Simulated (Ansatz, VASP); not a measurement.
# Cross-check of C (amorphous film on crystalline C, (100)) between VASP and Ansatz

Aim: how closely do two programs agree when they are given the same cell, functional and k mesh? The cell is taken from a series of runs on this material, whose earlier steps may have relaxed, scaled, displaced or heated it; both programs get it as it stands.

Main program and level: Ansatz 0.2.0; plane waves, with VASP 6.6.1 beside it; RPBE.

## 1. Set-up

The cell holds 216 atoms: 216 C. Cell: a = 10.698 Å, b = 10.698 Å, c = 22.983 Å, α = 90.0°, β = 90.0°, γ = 90.0°. It derives from C (diamond C). As first built, before any earlier steps moved the atoms or strained the cell (in the runner's words): A 3 x 3 x 3 block of diamond C (a = 3.566 A) with its (100) planes normal to z; the lower 33 % held fixed, the rest melted at 8000 K for 10 ps and cooled to 300 K at 100 K/ps with the Tersoff potential (Tersoff, Phys. Rev. B 39, 5566 (1989)); then all atoms free for 10 ps at 300 K, under. . Vacuum lies along c.

## 2. Ansatz: single point, RPBE

Ansatz runs on its default PAW (the set named soft_2) files.

A single point takes one fixed geometry, so differences don't come from the geometry; what else differs is listed under the comparison.

Input file input.yaml:

```yaml
crystal:
  lattice:
    - [10.698, 0.0, 0.0]
    - [0.0, 10.698, 0.0]
    - [0.0, 0.0, 22.98329]
  atoms:
    - { symbol: C, position: [0.05314, 0.12982, 0.90332] }
    - { symbol: C, position: [0.17165, 0.18278, 0.93204] }
    - { symbol: C, position: [0.0963, 0.25806, 0.97688] }
    - { symbol: C, position: [0.17117, 0.3398, 0.01651] }
    - { symbol: C, position: [0.25677, 0.09513, 0.97123] }
    - { symbol: C, position: [0.33902, 0.17835, 0.01516] }
    - { symbol: C, position: [0.22767, 0.30108, 0.90511] }
    - { symbol: C, position: [0.34112, 0.34815, 0.93895] }
    - { symbol: C, position: [0.13616, 0.39251, 0.90258] }
    - { symbol: C, position: [0.17648, 0.51278, 0.93453] }
    - { symbol: C, position: [0.08416, 0.58775, 0.9737] }
    - { symbol: C, position: [0.16788, 0.68121, 0.01594] }
    - { symbol: C, position: [0.25993, 0.43688, 0.97925] }
    - { symbol: C, position: [0.33243, 0.51882, 0.02013] }
    - { symbol: C, position: [0.22321, 0.6348, 0.90762] }
    - { symbol: C, position: [0.33632, 0.68825, 0.93951] }
    - { symbol: C, position: [0.13051, 0.7262, 0.906] }
    - { symbol: C, position: [0.18079, 0.84171, 0.93639] }
    - { symbol: C, position: [0.08733, 0.93026, 0.97031] }
    - { symbol: C, position: [0.16821, 0.01016, 0.01067] }
    - { symbol: C, position: [0.25738, 0.76478, 0.98413] }
    - { symbol: C, position: [0.34068, 0.84948, 0.02414] }
    - { symbol: C, position: [0.29828, 0.89375, 0.9085] }
    - { symbol: C, position: [0.34847, 0.00823, 0.93885] }
    - { symbol: C, position: [0.46413, 0.06248, 0.91053] }
    - { symbol: C, position: [0.50819, 0.18385, 0.93918] }
    - { symbol: C, position: [0.41794, 0.25906, 0.97937] }
    - { symbol: C, position: [0.5056, 0.35096, 0.02233] }
    - { symbol: C, position: [0.59804, 0.11051, 0.98179] }
    - { symbol: C, position: [0.67911, 0.19349, 0.01972] }
[... 180 atom lines left out ...]
    - { symbol: C, position: [0.53832, 0.86776, 0.28989] }
    - { symbol: C, position: [0.79555, 0.40465, 0.32064] }
    - { symbol: C, position: [0.9814, 0.49601, 0.251] }
    - { symbol: C, position: [0.04832, 0.23547, 0.17072] }
    - { symbol: C, position: [0.6857, 0.3519, 0.28265] }
    - { symbol: C, position: [0.99822, 0.65316, 0.09638] }
kpoints:
  mp_grid: { grid: [1, 1, 1] }
hamiltonian:
  xc: rpbe
scf:
  occupations: { method: gaussian, width: 0.05 }
output:
  forces: true
  eigenvalues: true
```

Run with:

```
$ ansatz run input.yaml --threads 4 --pin off --max-ram 8192MiB --backend cpu --events-out ev --progress --plain --runs-dir out
```

Numbers of over 12 decimals in the logs are rounded to 6 here.

What it wrote:

```text
Engine: ansatz 0.2.0, x86_64-unknown-linux-gnu
Pseudopotentials: kind: paw
Pseudopotential: C, paw, valence charge 4, recommended cutoff 420 eV (normal), C.paw.azcp
Functional definition: RPBE
  parameter kappa = 0.804
  parameter beta = 0.066725
  exchange = rpbe_x(kappa = kappa, mu = beta*pi^2/3)
  correlation = pbe_c(beta = beta)
Crystal: 216 atoms, lattice volume = 2630.373 Å³
Basis set: ecut = 420 eV, 51353 PW (Γ), exchange–correlation on 144×144×320 points (8 copies of the dense FFT grid, shifted against one another)
Bands: 648, of which v1, the nominal top of the filled ones, is band 432 counted from 1 (431 counted from 0)
Symmetry: 1 space group operations
Space group: P1 (ITA 1), of the structure as read, at distance tolerance 1.4e-4 Å
k-points: 1
Non-local potential: C, projectors of the file, l = 0: 2, l = 1: 2, l = 2: 1
PAW form: soft (Blöchl's): semilocal exchange-correlation on the pseudo side does not see the compensation charge
PAW frozen core: C, regenerated for the run's functional, and the local potential with it (the file was generated under x = pbe(κ = 0.804, μ = 0.219515), c = pbe(β = 0.066725))
PAW one-centre angular grid: C, 110 points (default); XC on 64 Gauss nodes
Initial density: superposition of atomic densities (neutral atoms: chi_scale 0, normalization atom), corrected by the library's trained network
Initial wavefunctions: pseudopotential atomic-orbital guess
Functional: x = rpbe, c = pbe(β = 0.066725)
SCF iter   1: F=—  HF=-54308.909405 eV  |F-HF|=—  |Δ(HF+E_count)|=         —  Δρ=1.28e-2  dr2=1.77e1  ethr=1.77e-3  ⟨swp⟩=7.0  Hψ=3360  notcnv=0  defer=183
preconditioner: auto → LDOS  [insulator: Δε(μ)=0.157 eV  Ē_g=14.574 eV  σ=0.050 eV  W_gap=0.97  n_scr=508 (ndim 8)  ℏωp=21.3 eV  f_vac=0.387  D(μ)=3.86/eV (n_scr^D=2)  ε∞_Penn≈3.1  β→1.0]
SCF iter   2: F=—  HF=-54309.883925 eV  |F-HF|=—  |Δ(HF+E_count)|=   9.75e-1  Δρ=1.44e-2  dr2=2.43e1  ethr=1.77e-3  ⟨swp⟩=2.0  Hψ=970  notcnv=0  defer=206
SCF iter   3: F=—  HF=-54307.402804 eV  |F-HF|=—  |Δ(HF+E_count)|=    2.48e0  Δρ=3.14e-3  dr2=5.79e-1  ethr=1.77e-3  ⟨swp⟩=2.0  Hψ=712  notcnv=0  defer=206
SCF iter   4: F=—  HF=-54307.359073 eV  |F-HF|=—  |Δ(HF+E_count)|=   4.37e-2  Δρ=2.37e-3  dr2=3.10e-1  ethr=6.70e-5  ⟨swp⟩=2.0  Hψ=1096  notcnv=0  defer=207
SCF iter   5: F=—  HF=-54307.332417 eV  |F-HF|=—  |Δ(HF+E_count)|=   2.67e-2  Δρ=1.18e-3  dr2=7.23e-2  ethr=3.59e-5  ⟨swp⟩=3.0  Hψ=737  notcnv=0  defer=207
SCF iter   6: F=—  HF=-54307.327286 eV  |F-HF|=—  |Δ(HF+E_count)|=   5.13e-3  Δρ=6.54e-4  dr2=2.15e-2  ethr=8.37e-6  ⟨swp⟩=2.0  Hψ=850  notcnv=0  defer=207
SCF iter   7: F=—  HF=-54307.326915 eV  |F-HF|=—  |Δ(HF+E_count)|=   3.71e-4  Δρ=4.74e-4  dr2=1.10e-2  ethr=2.49e-6  ⟨swp⟩=3.0  Hψ=855  notcnv=0  defer=207
SCF iter   8: F=—  HF=-54307.326428 eV  |F-HF|=—  |Δ(HF+E_count)|=   4.87e-4  Δρ=3.13e-4  dr2=4.39e-3  ethr=1.27e-6  ⟨swp⟩=2.0  Hψ=474  notcnv=0  defer=207
SCF iter   9: F=—  HF=-54307.326272 eV  |F-HF|=—  |Δ(HF+E_count)|=   1.57e-4  Δρ=1.98e-4  dr2=1.62e-3  ethr=5.09e-7  ⟨swp⟩=3.0  Hψ=613  notcnv=0  defer=207
SCF iter  10: F=—  HF=-54307.326248 eV  |F-HF|=—  |Δ(HF+E_count)|=   2.30e-5  Δρ=1.35e-4  dr2=7.85e-4  ethr=1.88e-7  ⟨swp⟩=3.0  Hψ=874  notcnv=0  defer=207
SCF iter  11: F=—  HF=-54307.326258 eV  |F-HF|=—  |Δ(HF+E_count)|=   9.33e-6  Δρ=9.18e-5  dr2=3.75e-4  ethr=9.08e-8  ⟨swp⟩=3.0  Hψ=598  notcnv=0  defer=207
SCF iter  12: F=—  HF=-54307.326222 eV  |F-HF|=—  |Δ(HF+E_count)|=   3.63e-5  Δρ=5.45e-5  dr2=1.32e-4  ethr=4.34e-8  ⟨swp⟩=4.0  Hψ=780  notcnv=0  defer=207
SCF iter  13: F=—  HF=-54307.326240 eV  |F-HF|=—  |Δ(HF+E_count)|=   1.84e-5  Δρ=3.12e-5  dr2=4.41e-5  ethr=1.52e-8  ⟨swp⟩=2.0  Hψ=480  notcnv=0  defer=207
SCF iter  14: F=—  HF=-54307.328193 eV  |F-HF|=—  |Δ(HF+E_count)|=   1.95e-3  Δρ=2.09e-5  dr2=1.86e-5  ethr=5.11e-9  ⟨swp⟩=2.0  Hψ=789  notcnv=0  defer=208
SCF iter  15: F=—  HF=-54307.328196 eV  |F-HF|=—  |Δ(HF+E_count)|=   2.66e-6  Δρ=1.55e-5  dr2=1.07e-5  ethr=2.15e-9  ⟨swp⟩=2.0  Hψ=617  notcnv=0  defer=208
SCF iter  16: F=—  HF=-54307.328197 eV  |F-HF|=—  |Δ(HF+E_count)|=   1.14e-6  Δρ=9.62e-6  dr2=4.10e-6  ethr=1.24e-9  ⟨swp⟩=2.0  Hψ=791  notcnv=0  defer=208
SCF iter  17: F=—  HF=-54307.328197 eV  |F-HF|=—  |Δ(HF+E_count)|=   3.66e-7  Δρ=6.56e-6  dr2=1.80e-6  ethr=4.74e-10  ⟨swp⟩=2.0  Hψ=612  notcnv=0  defer=208
SCF iter  18: F=—  HF=-54307.328198 eV  |F-HF|=—  |Δ(HF+E_count)|=   5.26e-7  Δρ=4.44e-6  dr2=8.36e-7  ethr=2.08e-10  ⟨swp⟩=2.0  Hψ=854  notcnv=0  defer=208
SCF iter  19: F=—  HF=-54307.328198 eV  |F-HF|=—  |Δ(HF+E_count)|=   3.53e-7  Δρ=3.22e-6  dr2=4.99e-7  ethr=9.68e-11  ⟨swp⟩=2.0  Hψ=612  notcnv=0  defer=208
SCF iter  20: F=—  HF=-54307.328198 eV  |F-HF|=—  |Δ(HF+E_count)|=   1.52e-8  Δρ=2.26e-6  dr2=2.31e-7  ethr=5.78e-11  ⟨swp⟩=2.0  Hψ=705  notcnv=0  defer=208
[...]
atom 170  C      0.09376000     0.13319183    -0.01554461
  atom 171  C     -0.00530306     0.00023491     0.01231441
  atom 172  C      0.01260537    -0.00429389     0.00439178
  atom 173  C      0.00839414    -0.00782221    -0.00079092
  atom 174  C     -0.00488823     0.02073506     0.04938554
  atom 175  C      0.19063559     0.07672055    -0.41120262
  atom 176  C      0.02417177    -0.01362006     0.00142521
  atom 177  C      0.36404805    -0.51319107    -4.42800838
  atom 178  C      0.00342338     0.00255363    -0.00196208
  atom 179  C     -0.01102176    -0.00060875     0.00130737
  atom 180  C     -0.00985539     0.01141105     0.00886405
  atom 181  C     -0.01517500    -0.09933071    -0.02739580
  atom 182  C      0.01982599     0.00023261     0.00732958
  atom 183  C     -0.02042646     0.00991965    -0.00112175
  atom 184  C      0.27247536    -0.12313042    -0.79197603
  atom 185  C      0.14199550     1.08822782    -4.96849447
  atom 186  C     -0.00251740    -0.00453931    -1.53776755
  atom 187  C      0.00483840     0.02156465    -0.01469670
  atom 188  C     -0.01680107    -0.00944764    -0.05961218
  atom 189  C      0.13500248     0.64180822    -2.77523728
  atom 190  C     -0.00805760    -0.00755231    -0.00034399
  atom 191  C      0.00864437    -0.00921603     0.00277122
  atom 192  C     -0.05550483     0.02040186     0.02674700
  atom 193  C      0.02016508    -0.00096463     0.01089455
[...]
atom 209  C     -0.00117249     0.00673999    -0.00490771
  atom 210  C     -0.04013045    -0.06730296    -0.14334534
  atom 211  C      0.01606938    -0.01546658     0.00982467
  atom 212  C     -0.00008562    -0.01098051    -0.01407727
  atom 213  C     -0.03742072    -0.03146446     0.06358711
  atom 214  C     -0.00267071    -0.01218765    -0.06746596
  atom 215  C     -0.00586267     0.01345911     0.00291182
  atom 216  C     -0.07054921     0.22897063    -1.90503079
  max |Σ_I F_I| component: 1.16e-4 eV/Å
--- Band table (eV) ---
  k-point 0: bands = [... 428 lower, 3.7024, 3.7881, 3.8679, 4.0598, 4.0765, 4.2019, 4.3021, 4.4248, ... 212 higher]
```

Reading the cycles: dr2 is the Hartree energy of the density residual (eV), the measure of convergence; HF is the Harris–Foulkes estimate of the energy, which meets the free energy F at convergence.

## 3. VASP: single point, RPBE

The same cell, functional, mesh and smearing now go to VASP, with its own data sets.

Lines of VASP's logs that name or quote its potential files are left out, and so is its time.

Input file INCAR:

```
SYSTEM = C
PREC = Accurate
ENCUT = 520
EDIFF = 1E-06
NELM = 120
ISMEAR = 0
SIGMA = 0.05
LREAL = Auto
ALGO = Normal
GGA = RP
NBANDS = 583
LORBIT = 11
LWAVE = .FALSE.
LCHARG = .FALSE.
ISIF = 2
LASPH = .TRUE.
GGA_COMPAT = .FALSE.
```

Input file POSCAR:

```
C
1.0
   10.6980000000      0.0000000000      0.0000000000
    0.0000000000     10.6980000000      0.0000000000
    0.0000000000      0.0000000000     22.9832900000
C
216
Direct
    0.0531400000      0.1298200000      0.9033200000
    0.1716500000      0.1827800000      0.9320400000
    0.0963000000      0.2580600000      0.9768800000
    0.1711700000      0.3398000000      0.0165100000
    0.2567700000      0.0951300000      0.9712300000
    0.3390200000      0.1783500000      0.0151600000
    0.2276700000      0.3010800000      0.9051100000
    0.3411200000      0.3481500000      0.9389500000
    0.1361600000      0.3925100000      0.9025800000
    0.1764800000      0.5127800000      0.9345300000
    0.0841600000      0.5877500000      0.9737000000
    0.1678800000      0.6812100000      0.0159400000
    0.2599300000      0.4368800000      0.9792500000
    0.3324300000      0.5188200000      0.0201300000
    0.2232100000      0.6348000000      0.9076200000
    0.3363200000      0.6882500000      0.9395100000
    0.1305100000      0.7262000000      0.9060000000
    0.1807900000      0.8417100000      0.9363900000
    0.0873300000      0.9302600000      0.9703100000
    0.1682100000      0.0101600000      0.0106700000
    0.2573800000      0.7647800000      0.9841300000
    0.3406800000      0.8494800000      0.0241400000
    0.2982800000      0.8937500000      0.9085000000
    0.3484700000      0.0082300000      0.9388500000
    0.4641300000      0.0624800000      0.9105300000
    0.5081900000      0.1838500000      0.9391800000
    0.4179400000      0.2590600000      0.9793700000
    0.5056000000      0.3509600000      0.0223300000
    0.5980400000      0.1105100000      0.9817900000
    0.6791100000      0.1934900000      0.0197200000
[... 180 atom lines left out ...]
    0.5383200000      0.8677600000      0.2898900000
    0.7955500000      0.4046500000      0.3206400000
    0.9814000000      0.4960100000      0.2510000000
    0.0483200000      0.2354700000      0.1707200000
    0.6857000000      0.3519000000      0.2826500000
    0.9982200000      0.6531600000      0.0963800000
```

Input file KPOINTS:

```
Automatic mesh
0
Gamma
1 1 1
0 0 0
```

PAW data sets: C (PBE family, release 64).

Run with:

```
$ export OMP_NUM_THREADS=3
$ mpirun -np 1 vasp_gam
```

What it wrote:

```text
[banner, memory and clock lines left out]
running    1 mpi-ranks, on    1 nodes
[...]
Offloading initialized ...    1 GPUs detected
[...]
|                                                                             |
|               ----> ADVICE to this user running VASP <----                  |
|                                                                             |
|     You enforced a specific xc type in the INCAR file but a different       |
|     [... a line on the potential file left out ...]
|     I HOPE YOU KNOW WHAT YOU ARE DOING!                                     |
|                                                                             |

 LDA part: xc-table for (Slater+PW92), standard interpolation
 POSCAR, INCAR and KPOINTS ok, starting setup
[...]
entering main loop
       N       E                     dE             d eps       ncg     rms          rms(c)
DAV:   1     0.687943160927E+04    0.68794E+04   -0.48181E+05  1166   0.142E+03
DAV:   2    -0.108168730389E+04   -0.79611E+04   -0.75219E+04  1517   0.340E+02
DAV:   3    -0.177067866116E+04   -0.68899E+03   -0.67416E+03  1428   0.988E+01
DAV:   4    -0.179702433827E+04   -0.26346E+02   -0.26163E+02  1532   0.201E+01
[...]
DAV:  29    -0.172608011130E+04   -0.33229E-05   -0.18354E-07   956   0.420E-04    0.283E-04
DAV:  30    -0.172608011259E+04   -0.12945E-05   -0.12525E-07   908   0.329E-04    0.175E-04
DAV:  31    -0.172608011324E+04   -0.64648E-06   -0.78123E-08   876   0.226E-04
   1 F= -.17260801E+04 E0= -.17260526E+04  d E =-.549381E-01
```

From OUTCAR (step 3):

```text
  FREE ENERGIE OF THE ION-ELECTRON SYSTEM (eV)
  ---------------------------------------------------
  free  energy   TOTEN  =     -1726.0801132385 eV

  energy  without entropy=    -1726.0251751736  energy(sigma->0) =    -1726.05264421
```

## 4. Side by side

Known differences besides the potentials themselves: the cutoff is 420 eV in Ansatz and 520 eV in VASP (PREC = Accurate, projectors in real space); Ansatz makes its cores anew for this functional, VASP keeps those of its PBE data sets. Total energies have different zeros and are not compared.

Forces on 10 of the 216 atoms, those with the largest forces and the largest differences (eV/Å; atoms numbered as in POSCAR):

```tsv
atom	Ansatz x, y, z	VASP x, y, z
C1	0.037, -0.071, -0.012	0.090, -0.109, -0.042
C12	-0.525, -0.036, 5.315	-0.548, -0.054, 5.331
C23	-0.081, 0.072, -0.012	-0.130, 0.115, -0.045
C39	-0.099, 0.031, -0.059	-0.145, 0.080, -0.090
C54	-0.705, 0.492, 4.918	-0.709, 0.484, 4.946
C60	0.558, -0.427, 4.853	0.579, -0.409, 4.878
C105	-0.207, 0.002, -5.457	-0.207, -0.008, -5.470
C111	1.129, -0.476, -5.468	1.134, -0.466, -5.477
C185	0.142, 1.088, -4.968	0.136, 1.100, -4.984
C205	-0.250, -0.589, -6.161	-0.260, -0.600, -6.169
```

The forces differ by 18 meV/Å r.m.s., which is 1.6 % of the r.m.s. force of 1.126 eV/Å (both taken over all components). Where the cell holds vacuum, a pressure given here is an average over it and none of the material.

## 5. Results

| Quantity | Value |
| --- | --- |
| r.m.s. force difference (single point, RPBE) | 1.6 % of the r.m.s. force |

What this shows: The r.m.s. force difference is 1.6 % of the r.m.s. force (single point, RPBE), within the 3 % picked in this series as the mark of a large difference. Such differences can come from data sets, numerical settings and the points named under the comparisons, not from the functional's error against experiment.

[Lines on the potential files, build, host, timing and source positions are cut from VASP's logs without a mark.]

[Logs are printed without paths, hosts, clocks, repeated set-up lines and the standing remarks that a program may print on its own settings, such as how far it seeks lower states.]

[Hosts, paths, dates, database ids (printed as entryN), source tags and the programs' standing remarks are cut or masked in the printed files.]
